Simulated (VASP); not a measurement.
Input:

```
CELL_PARAMETERS angstrom
     -1.52012     1.52012     1.52012
      1.52012    -1.52012     1.52012
      1.52012     1.52012    -1.52012
ATOMIC_POSITIONS crystal
  V  0.00000 0.00000 0.00000
```

Method: vdW-DF2, VASP's PBE PAW potentials (set 64) (plane waves; VASP). Numerical set-up: 520 eV cut-off, 17×17×17 Γ-centred mesh, first-order Methfessel-Paxton smearing of 0.10 eV, potentials V_sv.

Q: Predict the energy per atom (σ→0), band gap (on the k-mesh) with the smallest direct gap where there is one.

A: 
```json
{
  "band gap (on the k-mesh)": "none (metal, semimetal or under 0.01 eV)",
  "energy per atom (σ→0)": "-5131 meV/atom"
}
```

The compound is V in the bcc structure. It was relaxed first. The run is not spin-polarised, so no magnetic state was tried.
